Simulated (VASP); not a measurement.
Consider the following.

```
CELL_PARAMETERS angstrom
      0.00000     2.98235     2.98235
      2.98235     0.00000     2.98235
      2.98235     2.98235     0.00000
ATOMIC_POSITIONS crystal
  Ca 0.00000 0.00000 0.00000
  Se 0.50000 0.50000 0.50000
```

All values below come from PBE GGA, VASP's PBE PAW potentials (set 64) (plane waves; VASP). Numerical set-up: 520 eV cut-off, Gaussian smearing of 0.050 eV, potentials Ca_sv Se.

Q: Give the energies of bands 6 to 11 at the high-symmetry points, in eV from the valence-band maximum.

A: 
```
band     Γ      X      U      L      W
----  ----  -----  -----  -----  -----
6     0.00  -2.46  -2.19  -3.19  -1.93
7     0.00  -0.91  -1.99  -1.15  -1.93
8     0.00  -0.91  -1.08  -1.15  -1.62
9     3.21   2.08   3.29   4.48   4.38
10    3.71   4.94   5.59   5.41   4.38
11    3.71   5.00   5.65   5.44   5.17
```

The gap is indirect, 2.08 eV, from the valence maximum at Γ to the conduction minimum at X.

Measured: gap 3.85 eV (computed value off by -1.77 eV), as given by Abedi et al., (2022), arXiv:2211.14644.

The compound is CaSe in the rock salt structure. It was relaxed first.
